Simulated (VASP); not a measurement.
Level of theory: PBEsol GGA, VASP's PBE PAW potentials (set 64) (plane waves; VASP). For the first row: Settings: 400 eV cut-off, 11×11×7 Γ-centred mesh, tetrahedra with Blöchl corrections, potentials Pt Se.

```json
[
 {"system": "PtSe₂ (1T layered)", "energy (eV/atom)": "-5.3018"},
 {"system": "Pt (fcc)", "energy (eV/atom)": "-6.9625"},
 {"system": "Se (trig)", "energy (eV/atom)": "-3.8532"}
]
```

The references are the elements' solids at the same level; no temperature or zero-point terms are added. Without a dispersion term in the relaxation, distances and binding between the weakly bound layers, chains or molecules are unreliable, and so is what depends on them.     Spin-orbit coupling is left out, which shifts such energies by up to tenths of an eV for the heavy elements here.

Question: What is the formation energy per atom of PtSe₂?

Answer: The references average (1×(-6.9625) + 2×(-3.8532))/3 = -4.8896 eV, so the formation energy is -5.3018 − (-4.8896) = -0.412 eV/atom.
